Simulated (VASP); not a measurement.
NbB2: core levels with LDA

The system is NbB2.

```
CELL_PARAMETERS angstrom
4.62900 2.67255 0.00000
-4.62900 2.67255 0.00000
0.00000 0.00000 6.61200
ATOMIC_POSITIONS crystal
Nb 0.00000 0.00000 0.00000
Nb 0.00000 0.00000 0.50000
Nb 0.33333 0.66667 0.00000
Nb 0.33333 0.66667 0.50000
Nb 0.66667 0.33333 0.00000
Nb 0.66667 0.33333 0.50000
B 0.33333 0.33333 0.25000
B 0.33333 0.33333 0.75000
B 0.66667 0.00000 0.25000
B 0.66667 0.00000 0.75000
B 0.00000 0.66667 0.25000
B 0.00000 0.66667 0.75000
B 0.33333 0.00000 0.25000
B 0.33333 0.00000 0.75000
B 0.66667 0.66667 0.25000
B 0.66667 0.66667 0.75000
B 0.00000 0.33333 0.25000
B 0.00000 0.33333 0.75000
```

| Quantity | Value |
| --- | --- |
| Program | VASP 6.6.1 |
| Task | core levels |
| Functional | LDA |
| Potentials or basis | VASP PAW LDA potentials, release 64 (Nb_sv, B) |
| Cutoff | 520 eV |
| k mesh | 7 × 7 × 5 |
| Occupations | methfessel-paxton, width 0.1 eV |
| Spin | no spin polarisation |
| Further INCAR settings | ALGO = Normal; EDIFF = 1e-06 |

The pressure is -5.1 GPa. The band gap on the k mesh is none (metal or under the smearing width).

Stress tensor (GPa, compression positive):
```
-4.61  0.00  0.00
 0.00 -4.61  0.00
 0.00  0.00 -5.95
```

Levels at points of the mesh, in eV from the Fermi level:
| k point | band 54 | band 55 | band 56 | band 57 | band 58 | band 59 | band 60 | band 61 |
| --- | --- | --- | --- | --- | --- | --- | --- | --- |
| (0.00, 0.00, 0.00) | -1.85 | -1.85 | -1.26 | -1.26 | -0.04 | -0.04 | -0.04 | -0.04 |

Core levels (eV, on the scale of the bands):
```csv
atom,levels
1 Nb,"1s -18689.2, 2s -2604.1, 2p -2327.7, 3s -421.0, 3p -330.3, 3d -181.0"
2 Nb,"1s -18689.2, 2s -2604.1, 2p -2327.7, 3s -421.0, 3p -330.3, 3d -181.0"
3 Nb,"1s -18689.2, 2s -2604.1, 2p -2327.7, 3s -421.0, 3p -330.3, 3d -181.0"
4 Nb,"1s -18689.2, 2s -2604.1, 2p -2327.7, 3s -421.0, 3p -330.3, 3d -181.0"
5 Nb,"1s -18689.2, 2s -2604.1, 2p -2327.7, 3s -421.0, 3p -330.3, 3d -181.0"
6 Nb,"1s -18689.2, 2s -2604.1, 2p -2327.7, 3s -421.0, 3p -330.3, 3d -181.0"
```

Run time: 2.1 min on 4 MPI ranks on AMD EPYC 7R13 Processor (Zen 3) (shared host), peak memory 0.31 GiB a rank.
